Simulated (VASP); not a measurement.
Given:

```
BeS
1.0
    0.00000     2.50619     2.50619
    2.50619     0.00000     2.50619
    2.50619     2.50619     0.00000
Be S
1 1
Direct
  0.00000   0.00000   0.00000
  0.25000   0.25000   0.25000
```

Calculation: RPBE GGA, VASP's PBE PAW potentials (set 64) (plane waves; VASP 6.6.1). Settings: 520 eV cut-off, 9×9×9 Γ-centred mesh, Gaussian smearing of 0.050 eV, potentials Be S.

Problem. Predict the energy per atom (σ→0), pressure.

Solution. 
```
Quantity                        Value
---------------------  --------------
energy per atom (σ→0)  -4.698 eV/atom
pressure                    -4.56 GPa
```

Total energies compare only between runs with the same potentials, cut-off and functional.

The compound is BeS in the zinc blende structure. This cell is one point of a volume scan, at 1.06 of the reference volume.
